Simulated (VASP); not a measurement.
**SrTiO3: stress against strain**

SrTiO3 (cubic perovskite, Pm-3m, 11.831 Å³/atom and stress up to 0.24 GPa in the relaxed cell, cube axes along x, y and z) under an equal strain ε along x and y, with z held. PBEsol in VASP (plane waves, PAW), 600 eV, 8×8×8 Γ-centred mesh, Gaussian smearing 0.05 eV; ions are relaxed, or left where forces stay under 0.02 eV/Å, within the symmetry of each cell. Stress is positive for a compressed cell.

Here s stands for strain and y for stress xx.

```
strain (%)  stress xx (GPa)
----------  ---------------
-1.50                  7.17
-1.00                  4.55
-0.50                  2.08
0.00                  -0.24
0.50                  -2.43
1.00                  -4.48
1.50                  -6.41
3.00                      ?
```

Problem. Fit y against s with a straight line, and predict the withheld value at s = 3.00.

Solution. Means: s 0, y 0.034. About the means, the sum of products is -31.655 and the sum of squares of s is 7.0000; the slope is their ratio. Least squares gives y = 0.034 - 4.5221·s. Residuals (row less fit): 0.353, -0.006, -0.215, -0.274, -0.203, 0.008, 0.339; standard error 0.284 (degrees of freedom: 5). The slope gives the elastic constants C11 + C12 = 452 ± 11 GPa (± standard error of the fit, which holds the terms cut off). At the withheld row, y = 0.034 - 4.5221 × 3.0 = -13.532 GPa. The calculation gives -11.52 GPa, 2.012 GPa above the prediction (10.8 % of the range of y in the table). The row lies outside the fitted rows, so this is an extrapolation. From the scatter of the fitted rows alone, a prediction at this place has a standard error of 0.442 GPa, so the miss is 4.6 times that.

A polynomial of degree 2 through the 12 other runs of the series gives -11.36 there, so most of the miss is curvature that the fit leaves out. The primitive cell can neither tilt nor turn polar against its symmetry, as such crystals can under strain. SrTiO3 is here the ideal cubic form; the compound distorts at low or room temperature. Rows are the converged runs of the series near zero and its far end; series whose fitted rows scatter by over a few per cent of the range, as at a crossing or softening among them, aren't shown in this form, nor equations of state whose B0' disagrees with the runs' pressures. Most that stay on the fit to the last digits aren't either.
